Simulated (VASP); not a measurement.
TiGe2 (space group Fddd): computed properties

These are LDA (Ceperley-Alder, Perdew-Zunger), VASP's LDA PAW potentials (set 64) (plane waves; VASP 6.6.1) values and carry that method's errors.

```yaml
space_group: Fddd (70)
cell: a = 4.9515 Å, b = 8.4260 Å, c = 8.6577 Å, α = β = γ = 90.00°
volume_per_atom: 15.05 Å³/atom
band gap (over mesh and band path): none (metal, semimetal or under 0.01 eV)
density: 7.10 g/cm³
```

```xyz
6
Lattice="0.0000 4.2130 4.3288 2.4758 0.0000 4.3288 2.4758 4.2130 0.0000" Properties=species:S:1:pos:R:3 pbc="T T T"
Ti     3.7136     6.3195     6.4933
Ti     2.4758     4.2130     4.3288
Ge     1.2379     0.6842     2.1644
Ge     1.2379     3.5288     2.1644
Ge     2.4758     1.4223     4.3288
Ge     2.4758     7.0036     4.3288
```

The structure comes from a computed database's TiGe2 entry (Fddd); how it stands against other phases isn't given here. It was relaxed first. Symmetry was kept, so distortions that lower it aren't found.
